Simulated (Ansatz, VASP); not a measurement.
# ZrNbP2: VASP beside Ansatz

```
CELL_PARAMETERS angstrom
4.47331 0.00000 0.00000
-2.23665 3.87400 0.00000
0.00000 0.00000 5.14441
ATOMIC_POSITIONS crystal
Zr 0.00000 0.00000 0.00000
Nb 0.00000 0.00000 0.50000
P 0.33333 0.66667 0.50000
P 0.66667 0.33333 0.50000
```

Alike in both runs: functional PBE; k mesh 12 × 12 × 10; occupations gaussian, width 0.1 eV; no spin polarisation.

Ansatz relaxed the structure, and its values are those at the end. VASP's run is a single point on that final structure, the one shown.

|  | VASP | Ansatz |
| --- | --- | --- |
| version | VASP 6.6.1 | Ansatz 0.2.0 |
| potentials or method | VASP PAW PBE potentials, release 64 (Zr_sv, Nb_sv, P) | scalar-relativistic, plane waves, PAW |
| plane-wave cutoff (eV) | 520 | 420 |
| valence electrons in the cell | 35 | 35 |

Ansatz gave:

```
gap on the k mesh at the Fermi level (eV) : none
pressure (GPa)                            : 0.0
```

Q: Which values does VASP return?

A: gap on the k mesh at the Fermi level (eV): none; pressure (GPa): -0.1.

A gap of «none» marks a metal or a gap that the smearing closes.
